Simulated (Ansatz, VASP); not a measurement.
# Two plane-wave programs on NaBi2H2

```
Na Bi H
1.0
     5.72324    0.00000    0.00000
    -2.86162    4.95647    0.00000
     0.00000    0.00000    4.40165
Na Bi H
1 2 2
Cartesian
  0.0000 0.0000 0.0000
  0.0000 3.3043 0.0000
  2.8616 1.6522 0.0000
  0.0000 3.3043 2.2008
  2.8616 1.6522 2.2008
```

Alike in both runs: functional PBE; k mesh 6 × 6 × 4; occupations gaussian, width 0.1 eV; no spin polarisation.

Ansatz relaxed the structure, and its values are those at the end. VASP's run is a single point on that final structure, the one shown.

```csv
,VASP,Ansatz
version,VASP 6.6.1,Ansatz 0.2.0
potentials or method,"VASP PAW PBE potentials, release 64 (Na_pv, Bi_d, H)","scalar-relativistic, plane waves, PAW"
plane-wave cutoff (eV),520,420
valence electrons in the cell,39,41
```

|  | VASP | Ansatz | Ansatz less VASP |
| --- | --- | --- | --- |
| gap on the k mesh at the Fermi level (eV) | none | none | - |
| pressure (GPa) | 0.2 | 0.2 | +0.07 |

A gap of «none» marks a metal or a gap that the smearing closes. The two sets of potentials don't hold the same shells in valence.

Caveats: spin-orbit coupling is left out, which moves the levels of the heavy elements.
